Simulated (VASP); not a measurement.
Data:

```
CELL_PARAMETERS angstrom
      3.84901    -4.66878     0.00000
      3.84901     4.66878     0.00000
     -2.36756     0.00000     4.12002
ATOMIC_POSITIONS crystal
  O  0.99805 0.28661 0.60494
  O  0.00195 0.71339 0.39506
  O  0.71339 0.00195 0.89506
  O  0.28661 0.99805 0.10494
  O  0.17916 0.40400 0.86170
  O  0.82084 0.59600 0.13830
  O  0.59600 0.82084 0.63830
  O  0.40400 0.17916 0.36170
```

Method: PBEsol GGA, VASP's PBE PAW potentials (set 64) (plane waves; VASP). Numerical set-up: 400 eV cut-off, 4×4×6 Γ-centred mesh, Gaussian smearing of 0.14 eV, potentials O.

At this cut-off the stress carries a Pulay error, which pulls relaxed volumes low.

**Question.** Which forces act on the atoms, in eV/Å?

**Answer.** 
```json
[
 {"atom": "O1", "Fx": "-0.118", "Fy": "0.175", "Fz": "-0.107"},
 {"atom": "O2", "Fx": "0.118", "Fy": "-0.175", "Fz": "0.107"},
 {"atom": "O3", "Fx": "0.118", "Fy": "0.175", "Fz": "0.107"},
 {"atom": "O4", "Fx": "-0.118", "Fy": "-0.175", "Fz": "-0.107"},
 {"atom": "O5", "Fx": "0.230", "Fy": "-0.146", "Fz": "0.278"},
 {"atom": "O6", "Fx": "-0.230", "Fy": "0.146", "Fz": "-0.278"},
 {"atom": "O7", "Fx": "-0.230", "Fy": "-0.146", "Fz": "-0.278"},
 {"atom": "O8", "Fx": "0.230", "Fy": "0.146", "Fz": "0.278"}
]
```

**Question.** Give the stress tensor in GPa (positive for a compressed cell).

**Answer.** 
```
-7.23   0.00   0.62
 0.00  -7.32   0.00
 0.62   0.00  -5.88
```
The pressure is its mean diagonal, -6.81 GPa.

The structure comes from a computed database's O2 entry; how it stands against other phases isn't given here. The cell was not relaxed at this level.
